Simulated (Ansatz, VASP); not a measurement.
# SrTiO3 (Tausonite): VASP beside Ansatz

One calculation is typed for both programs; each brings its own data sets and cutoff. How far apart do they land?

Program: Ansatz 0.2.0. Level of theory: plane waves, with VASP 6.6.1 beside it; band structure at HSE03. Results are calculated unless marked as measured.

## 1. Set-up

It takes space group Pm-3m (No. 221, cubic). Conventional cell: a = 3.905 Å, b = 3.905 Å, c = 3.905 Å, α = 90.00°, β = 90.00°, γ = 90.00°. Nearest to Sr lie 12 O at 2.76 Å. Nearest to Ti lie 6 O at 1.95 Å. Nearest to O lie 2 Ti at 1.95 Å and 4 Sr at 2.76 Å. Farther neighbours and most contacts between anions are not listed.

As a file:

```cif
data_structure
_symmetry_space_group_name_H-M 'Pm-3m'
_symmetry_Int_Tables_number 221
_cell_length_a 3.9053
_cell_length_b 3.9053
_cell_length_c 3.9053
_cell_angle_alpha 90.000
_cell_angle_beta 90.000
_cell_angle_gamma 90.000
_cell_volume 59.56
loop_
_atom_site_label
_atom_site_type_symbol
_atom_site_symmetry_multiplicity
_atom_site_Wyckoff_symbol
_atom_site_fract_x
_atom_site_fract_y
_atom_site_fract_z
_atom_site_occupancy
Sr1 Sr 1 b 0.50000 0.50000 0.50000 1
Ti1 Ti 1 a 0.00000 0.00000 0.00000 1
O1 O 3 d 0.50000 0.00000 0.00000 1
```

## 2. Ansatz: band structure, HSE03

Ansatz runs on its default PAW (the set named soft_2) files.

Levels along a path test the potential and the projectors away from the mesh points.

File input.yaml:

```yaml
crystal:
  lattice:
    - [3.90528, 0.0, 0.0]
    - [0.0, 3.90528, 0.0]
    - [0.0, 0.0, 3.90528]
  atoms:
    - { symbol: Sr, position: [0.5, 0.5, 0.5] }
    - { symbol: Ti, position: [0.0, 0.0, 0.0] }
    - { symbol: O, position: [0.5, 0.0, 0.0] }
    - { symbol: O, position: [0.0, 0.5, 0.0] }
    - { symbol: O, position: [0.0, 0.0, 0.5] }
hamiltonian:
  xc: { exchange: pbe, correlation: pbe, exx: { coeff: 0.25, omega: 0.3 } }
  pseudopotentials: { kind: paw }
kpoints:
  mp_grid: { grid: [4, 4, 4] }
  band_path:
    path:
      - [0.0, 0.0, 0.0]
      - [0.0, 0.3, 0.0]
      - [0.0, 0.5, 0.0]
      - [0.3, 0.5, 0.0]
      - [0.5, 0.5, 0.0]
      - [0.2, 0.2, 0.0]
      - [0.1, 0.1, 0.1]
      - [0.4, 0.4, 0.4]
      - [0.5, 0.5, 0.5]
      - [0.4, 0.5, 0.4]
      - [0.1, 0.5, 0.1]
      - [0.5, 0.5, 0.1]
      - [0.5, 0.5, 0.5]
    npoints: 1
scf:
  occupations: { method: gaussian, width: 0.02 }
  n_extra_bands: 8
output:
  forces: true
  stress: true
  eigenvalues: true
```

Started as:

```sh
ansatz run input.yaml --threads 4 --pin off --max-ram 9216MiB --backend cpu --events-out ev --progress --plain --runs-dir out
```

Numbers of over 12 decimals in the logs are rounded to 6 here.

Log:

```text
Warning: output.stress: scf.convergence.dr2_threshold = 1e-7 eV (the SCF's general default) is looser than the 5e-10 eV advised for a printed stress (1e-10 eV for each atom of the cell: 5). What an SCF threshold leaves in a stress goes as its square root, and in the free energy as the threshold itself, and one threshold admits the most on a small cell: [figures from the program's tests cut] Set scf.convergence.dr2_threshold to 5e-10 eV or tighter. The threshold is an SCF's pass mark: one that does not reach it within its budget of iterations ends unconverged, or closes short of it on a stop that the run arms, and scf.convergence.dr2_threshold's page says what that costs each kind of run
Warning: output.stress: scf.exx.energy_threshold = 1e-6 eV is looser than the 5e-8 eV advised for a stress under a hybrid functional (1e-8 eV for each atom of the cell: 5). Every SCF of the exchange loop can meet its threshold on dr2 while the loop round them stops early: no threshold on dr2 bounds what that leaves in the stress. Set scf.exx.energy_threshold to 5e-8 eV or tighter. The threshold is the loop's pass mark: a loop that does not reach it within its budget of cycles ends unconverged, and scf.exx.energy_threshold's page has the law
scf.n_extra_bands = 8 over 20 filled bands (N_el = 40.0): the run solves 28 bands
Engine: ansatz 0.2.0, aarch64-unknown-linux-gnu
Pseudopotentials: kind: paw
Pseudopotential: Sr, paw, valence charge 10, recommended cutoff 420 eV (normal), Sr.paw.azcp
Pseudopotential: Ti, paw, valence charge 12, recommended cutoff 420 eV (normal), Ti.paw.azcp
Pseudopotential: O, paw, valence charge 6, recommended cutoff 420 eV (normal), O.paw.azcp
Functional definition: unnamed
  parameter a_1 = 0.25
  parameter omega_1 = 0.3/angstrom
  exchange = pbe_x + (-a_1)*pbe_x_sr(omega_1) + a_1*exact_x_sr(omega_1)
  correlation = pbe_c
Crystal: 5 atoms, lattice volume = 59.560 Å³
Basis set: ecut = 420 eV, 1189 PW (Γ), exchange–correlation on 54×54×54 points (8 copies of the dense FFT grid, shifted against one another)
Bands: 28, of which v1, the nominal top of the filled ones, is band 20 counted from 1 (19 counted from 0)
Symmetry: 48 space group operations
Space group: Pm-3m (ITA 221), of the structure as read, at distance tolerance 3.9e-5 Å
k-points: 10 of 64
Non-local potential: Sr, projectors of the file, l = 0: 3, l = 1: 2, l = 2: 2
Non-local potential: Ti, projectors of the file, l = 0: 3, l = 1: 2, l = 2: 3, l = 3: 1
Non-local potential: O, projectors of the file, l = 0: 2, l = 1: 2, l = 2: 1
PAW form: soft (Blöchl's): semilocal exchange-correlation on the pseudo side does not see the compensation charge
PAW frozen core: Sr, regenerated for the run's functional, and the local potential with it (the file was generated under x = pbe(κ = 0.804, μ = 0.219515), c = pbe(β = 0.066725))
PAW frozen core: Ti, regenerated for the run's functional, and the local potential with it (the file was generated under x = pbe(κ = 0.804, μ = 0.219515), c = pbe(β = 0.066725))
PAW frozen core: O, regenerated for the run's functional, and the local potential with it (the file was generated under x = pbe(κ = 0.804, μ = 0.219515), c = pbe(β = 0.066725))
PAW one-centre angular grid: Sr, 110 points (default); XC on 64 Gauss nodes
PAW one-centre angular grid: Ti, 590 points (default); XC on 64 Gauss nodes
PAW one-centre angular grid: O, 110 points (default); XC on 96 Gauss nodes
Initial density: superposition of atomic densities (neutral atoms: chi_scale 0, normalization atom), corrected by the library's trained network
Initial wavefunctions: pseudopotential atomic-orbital guess
Functional: x = pbe(κ = 0.804, μ = 0.219515), c = pbe(β = 0.066725), warm-up for x = pbe(κ = 0.804, μ = 0.219515) + 0.25 (exact − pbe) at short range (hse, ω = 0.3 Å⁻¹), c = pbe(β = 0.066725)
SCF iter   1: F=—  HF=-7754.454633 eV  |F-HF|=—  |Δ(HF+E_count)|=         —  Δρ=1.67e-3  dr2=6.27e-4  ethr=1.77e-3  ⟨swp⟩=10.1  Hψ=1265  notcnv=0
preconditioner: auto → none  [insulator: Δε(μ)=1.872 eV  Ē_g=13.462 eV  σ=0.020 eV  W_gap=1.00  n_scr=18 (ndim 8)  ℏωp=26.4 eV  f_vac=0.000  D(μ)=0.00/eV (n_scr^D=0)]
iter 2 solved again at ethr=1.50e-7 eV; its pass at ethr=1.57e-6 eV (dr2=6.00e-5 eV) is discarded
SCF iter   2: F=-7754.455768 eV  HF=-7754.455636 eV  |F-HF|=1.32e-4  |Δ(HF+E_count)|=   1.00e-3  Δρ=6.80e-4  dr2=5.99e-5  ethr=1.50e-7  ⟨swp⟩=2.3  Hψ=1483  notcnv=0  defer=2
SCF 1 stopped early in 2 iterations: F = -7754.455768 eV  dr2 = 5.99e-5
  greatest PAW one-centre occupation: 0.999 electrons in one spin orbital (limit 2), on the Ti atom at site 1 (counted from 0), in its partial waves of l = 0
Initial density: handed on by an earlier stage of this run
Initial wavefunctions: those handed on with the density
Functional: x = pbe(κ = 0.804, μ = 0.219515) + 0.25 (exact − pbe) at short range (hse, ω = 0.3 Å⁻¹), c = pbe(β = 0.066725)
Exchange kernel: α = 0.2500, screened, ω = 0.3000 Å⁻¹, Wigner–Seitz truncation, v(0) = 502.4615 eV·Å³, q-mesh 4×4×4, nearest image of the exchange supercell L = 15.62 Å, pair-density grid 20×20×20, without the augmentation charges, whose exchange is taken in its separable form by FFT convolution over the k-point mesh (sized by the pseudopotential files, 27×27×27 at the most), smooth part of the exact exchange by density-matrix convolution
Frozen-core exchange: fock
SCF iter   1: F=—  HF=-7756.249446 eV  |F-HF|=—  |Δ(HF+E_count)|=         —  Δρ=2.78e-2  dr2=6.84e-1  ethr=1.50e-6  ⟨swp⟩=7.0  Hψ=1365  notcnv=0
preconditioner: auto → none  [insulator: Δε(μ)=3.880 eV  Ē_g=15.888 eV  σ=0.020 eV  W_gap=1.00  n_scr=18 (ndim 8)  ℏωp=26.4 eV  f_vac=0.000  D(μ)=0.00/eV (n_scr^D=0)]
SCF iter   2: F=—  HF=-7756.191953 eV  |F-HF|=—  |Δ(HF+E_count)|=   5.75e-2  Δρ=3.05e-2  dr2=5.88e-1  ethr=1.50e-6  ⟨swp⟩=6.8  Hψ=1257  notcnv=0
SCF iter   3: F=—  HF=-7756.074157 eV  |F-HF|=—  |Δ(HF+E_count)|=   1.18e-1  Δρ=4.13e-3  dr2=1.20e-2  ethr=1.50e-6  ⟨swp⟩=5.7  Hψ=1157  notcnv=0
SCF iter   4: F=—  HF=-7756.093223 eV  |F-HF|=—  |Δ(HF+E_count)|=   1.91e-2  Δρ=2.20e-3  dr2=3.53e-3  ethr=1.50e-6  ⟨swp⟩=4.1  Hψ=895  notcnv=0
SCF iter   5: F=—  HF=-7756.092417 eV  |F-HF|=—  |Δ(HF+E_count)|=   8.07e-4  Δρ=7.39e-4  dr2=1.31e-4  ethr=1.50e-6  ⟨swp⟩=3.0  Hψ=708  notcnv=0
SCF iter   6: F=—  HF=-7756.092629 eV  |F-HF|=—  |Δ(HF+E_count)|=   2.12e-4  Δρ=3.31e-4  dr2=4.27e-5  ethr=2.75e-7  ⟨swp⟩=3.0  Hψ=603  notcnv=0
SCF iter   7: F=-7756.092610 eV  HF=-7756.092618 eV  |F-HF|=8.15e-6  |Δ(HF+E_count)|=   1.06e-5  Δρ=4.22e-5  dr2=1.54e-6  ethr=1.03e-7  ⟨swp⟩=2.7  Hψ=503  notcnv=0
SCF 2 stopped early in 7 iterations: F = -7756.092610 eV  dr2 = 1.54e-6
  greatest PAW one-centre occupation: 1.000 electrons in one spin orbital (limit 2), on the Ti atom at site 1 (counted from 0), in its partial waves of l = 0
hybrid outer 1: dexx = +2.249e-2 eV, tail = 6.60e-5 eV
Exchange kernel: α = 0.2500, screened, ω = 0.3000 Å⁻¹, Wigner–Seitz truncation, v(0) = 502.4615 eV·Å³, q-mesh 4×4×4, nearest image of the exchange supercell L = 15.62 Å, pair-density grid 20×20×20, without the augmentation charges, whose exchange is taken in its separable form by FFT convolution over the k-point mesh (sized by the pseudopotential files, 27×27×27 at the most), smooth part of the exact exchange by density-matrix convolution
Frozen-core exchange: fock
SCF iter   1: F=—  HF=-7756.091773 eV  |F-HF|=—  |Δ(HF+E_count)|=         —  Δρ=5.12e-5  dr2=6.90e-7  ethr=8.25e-7  ⟨swp⟩=3.2  Hψ=655  notcnv=0
preconditioner: auto → none  [insulator: Δε(μ)=3.079 eV  Ē_g=15.422 eV  σ=0.020 eV  W_gap=1.00  n_scr=18 (ndim 8)  ℏωp=26.4 eV  f_vac=0.001  D(μ)=0.00/eV (n_scr^D=0)]
SCF iter   2: F=—  HF=-7756.091775 eV  |F-HF|=—  |Δ(HF+E_count)|=   2.10e-6  Δρ=3.16e-5  dr2=1.96e-7  ethr=1.15e-9  ⟨swp⟩=4.1  Hψ=793  notcnv=0
SCF iter   3: F=—  HF=-7756.091775 eV  |F-HF|=—  |Δ(HF+E_count)|=   4.09e-8  Δρ=1.38e-5  dr2=3.96e-8  ethr=4.28e-10  ⟨swp⟩=2.0  Hψ=495  notcnv=0
SCF iter   4: F=-7756.091775 eV  HF=-7756.091775 eV  |F-HF|=2.46e-9  |Δ(HF+E_count)|=   9.69e-9  Δρ=1.83e-6  dr2=5.96e-9  ethr=9.13e-11  ⟨swp⟩=3.0  Hψ=537  notcnv=0
SCF 3 converged in 4 iterations: F = -7756.091775 eV  dr2 = 5.96e-9
  Residual-converged pass: ⟨swp⟩=3.4  Hψ=645  notcnv=0  max |occ|·‖R‖ = 2.3e-6 eV (tolerance 2.4e-6 eV)  dr2=6.17e-9  dr2_onsite=2.15e-10  max |Δocc| = 0.0e0
hybrid outer 2: dexx = +1.374e-6 eV, tail = 3.73e-8 eV, Δε = 2.65e-3 eV (about 6.48e-5 eV left of the loop's levels)
NSCF: frozen V_eff on 13 k-points
hybrid SCF converged: 2 outer / 11 inner (+2 warm-up), last move |dexx| = 1.37e-6 eV, tail = 3.73e-8 eV
Stability not checked: this state was not tested for a lower state beside it, because the functional holds exact exchange (a hybrid, or Hartree-Fock), whose exchange loop this test does not read (fock_operator; see scf.lower_state_search)
Free energy (F): -7756.091774 eV
Frozen-core exchange: fock
Harris-Foulkes:  -7756.091774 eV  (|F-HF|=2.46e-9)
Internal energy: -7756.091774 eV  (E = F + TS)
E sigma→0 (E₀):  -7756.091774 eV
Fermi energy:    10.656303 eV
--- Per-component energies (eV) ---
  E_band       = -284.131584
  E_kinetic    = 1050.400064
  E_local      = -2372.069968  (includes V_loc(G=0)·N_el)
  E_nonlocal   = 340.933065
  E_hartree    = 827.732719
  E_xc         = -404.475012
  E_vxc        = -462.034105  (∫ρ·V_xc dr)
  E_exx        = -114.728645  (= α·E_x^exact, valence–valence)
  E_paw        = -4192.174115  (= ΣΔE_a)
  E_vpaw       = -267.374730  (= ΣTr[D̂ρ^β])
  E_aug_tail   = 0.007509  (compensation charges beyond the density's cutoff)
  E_ewald      = -2891.094941
  E_core_change = -0.622442  (= ΣΔE_core)
  E_smearing   = -0.000000  (= −TS)
  E_closure    = -0.000009  (closes the sum)
  Σ components = -7756.091774   (vs F -7756.091774, Δ=-9.09e-13)
--- Forces (eV/Å), atoms counted from 1 ---
  atom   1  Sr     0.00000000     0.00000000     0.00000000
  atom   2  Ti    -0.00000000     0.00000000     0.00000000
  atom   3  O     -0.00000000    -0.00000000     0.00000000
  atom   4  O      0.00000000     0.00000000     0.00000000
  atom   5  O      0.00000000     0.00000000     0.00000000
  max |Σ_I F_I| component: 7.92e-30 eV/Å
--- Stress (GPa, compression-positive) ---
       -1.285946       0.000000       0.000000
        0.000000      -1.285946       0.000000
        0.000000      -0.000000      -1.285946
  P = ⅓ Tr σ = -1.2859 GPa (-12.859 kbar)
--- Band table (eV; the first three rows and the last of 10) ---
  k-point 0: bands = [... 16 lower, 7.8461, 8.7283, 8.7283, 8.7283, 12.1958, 12.1958, 12.1958, 14.6208, ... 4 higher]
  k-point 1: bands = [... 16 lower, 7.3469, 7.4240, 8.4688, 8.4688, 12.2849, 13.3073, 13.3073, 14.6318, ... 4 higher]
  k-point 2: bands = [... 16 lower, 6.6359, 7.0565, 8.3144, 8.3144, 12.3788, 14.2813, 14.2813, 14.6386, ... 4 higher]
  k-point 9: bands = [... 16 lower, 5.1253, 9.1169, 9.1169, 9.1169, 15.0912, 15.0912, 15.0912, 17.5280, ... 4 higher]
```

Run time: 37 s. Hardware: 4 threads of Arm Neoverse V2, shared host; peak memory 0.93 GiB.

The column dr2 measures how far the density is from self-consistency, as an energy; F and HF (Harris–Foulkes) agree once it is small.

[end of part 1 of 2]

[Lines on the potential files, build, host, timing and source positions are cut from VASP's logs without a mark.]

[Logs are printed without paths, hosts, clocks, repeated set-up lines and the standing remarks that a program may print on its own settings, such as how far it seeks lower states.]

[Hosts, paths, dates, database ids (printed as entryN), source tags and the programs' standing remarks are cut or masked in the printed files.]
